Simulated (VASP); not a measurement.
Method: SCAN meta-GGA, VASP's PBE PAW potentials (set 64) (plane waves; VASP 6.6.1).

Input for VASP

File POSCAR:
```
CdF2
3.8113060
  0.0000000000   0.7071066978   0.7071066978
  0.7071066978   0.0000000000   0.7071066978
  0.7071066978   0.7071066978   0.0000000000
Cd F
1 2
Cartesian
  0.0000000000   0.0000000000   0.0000000000
  0.3535533489   0.3535533489   0.3535533489
  1.0606600467   1.0606600467   1.0606600467
```

KPOINTS_OPT:
```
k-points along high-symmetry lines
10
Line-mode
Reciprocal
  0.000000   0.000000   0.000000 ! GAMMA
  0.500000   0.000000   0.500000 ! X

  0.500000   0.000000   0.500000 ! X
  0.625000   0.250000   0.625000 ! U

  0.375000   0.375000   0.750000 ! K
  0.000000   0.000000   0.000000 ! GAMMA

  0.000000   0.000000   0.000000 ! GAMMA
  0.500000   0.500000   0.500000 ! L

  0.500000   0.500000   0.500000 ! L
  0.500000   0.250000   0.750000 ! W

  0.500000   0.250000   0.750000 ! W
  0.500000   0.000000   0.500000 ! X
```

KPOINTS:
```
Automatic mesh
0
Gamma
8 8 8
0 0 0
```

INCAR:
```
! general
SYSTEM  = CdF2
PREC    = Accurate
ENCUT   = 520
LREAL   = .FALSE.   ! projection in real space or not
LASPH   = .TRUE.

! electronic loop
EDIFF   = 1E-7   ! SCF stop (eV)
NELM    = 100
ALGO    = Normal
LMAXMIX = 4
LMIXTAU = .TRUE.

! smearing
ISMEAR  = -5

! functional
METAGGA = SCAN

! ions
ISIF    = 2   ! forces and stress, cell fixed

! output
LWAVE   = .FALSE.
LCHARG  = .FALSE.
LORBIT  = 11   ! lm-projected
NEDOS   = 601

! other
LEFG    = .TRUE.
```

POTCAR, in this order: Cd F (PBE.64 set). Program: vasp_std.

Question: Predict the energy per atom (σ→0), band gap (over mesh and band path).

Answer: 
```yaml
energy per atom (σ→0): -14.903 eV/atom
band gap (over mesh and band path): 3.63 eV
```

File OSZICAR:
```
...
DAV:  17    -0.447099260135E+02   -0.51526E-06   -0.11787E-05   991   0.397E-02    0.418E-03
DAV:  18    -0.447099321465E+02   -0.61330E-05   -0.40308E-06   991   0.244E-02    0.956E-04
DAV:  19    -0.447099312777E+02    0.86877E-06   -0.42421E-07  1000   0.887E-03    0.579E-04
DAV:  20    -0.447099312533E+02    0.24434E-07   -0.14229E-08   509   0.166E-03
   1 F= -.44709931E+02 E0= -.44709931E+02  d E =0.000000E+00
       N       E                     dE             ncg
       N       E                     dE             ncg
       N       E                     dE             ncg
```

The compound is CdF2 in the fluorite structure. The cell was not relaxed at this level.
